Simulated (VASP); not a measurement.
Here is the system:

```xyz
2
Lattice="0.0000 2.7696 2.7696 2.7696 0.0000 2.7696 2.7696 2.7696 0.0000" Properties=species:S:1:pos:R:3 pbc="T T T"
Si     0.0000     0.0000     0.0000
Si     1.3848     1.3848     1.3848
```

Method: vdW-DF2, VASP's PBE PAW potentials (set 64) (plane waves; VASP). Settings: 520 eV cut-off, Gaussian smearing of 0.050 eV, potentials Si.

**Question.** What does the run give for the band gap (along the path) with the smallest direct gap where there is one?

**Answer.** 
```json
{
  "band gap (along the path)": "0.98 eV",
  "smallest direct gap (along the path)": "2.56 eV"
}
```

The absolute energy has meaning only against runs of the same code, potentials and settings.

The compound is Si in the diamond structure. It was relaxed first, which changed the volume by +6 %.
